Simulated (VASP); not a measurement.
Energy against volume of CsBr (CsCl type). Level of theory: LDA (Ceperley-Alder, Perdew-Zunger), VASP's LDA PAW potentials (set 64) (plane waves; VASP).

```json
[
 {"V (Å³/atom)": "33.530", "E (eV/atom)": "-3.38697"},
 {"V (Å³/atom)": "34.600", "E (eV/atom)": "-3.39440"},
 {"V (Å³/atom)": "35.670", "E (eV/atom)": "-3.39669"},
 {"V (Å³/atom)": "36.740", "E (eV/atom)": "-3.39475"},
 {"V (Å³/atom)": "37.810", "E (eV/atom)": "-3.38928"}
]
```

Problem. Fit a third-order Birch-Murnaghan equation of state.

Solution. 
- volume per atom: 35.68 Å³/atom
- bulk modulus: 21.1 GPa
- pressure derivative of the bulk modulus: 5.25
- lattice constant a: 4.148 Å

The compound is CsBr in the CsCl type structure. It was relaxed first, which changed the volume by -10 %.
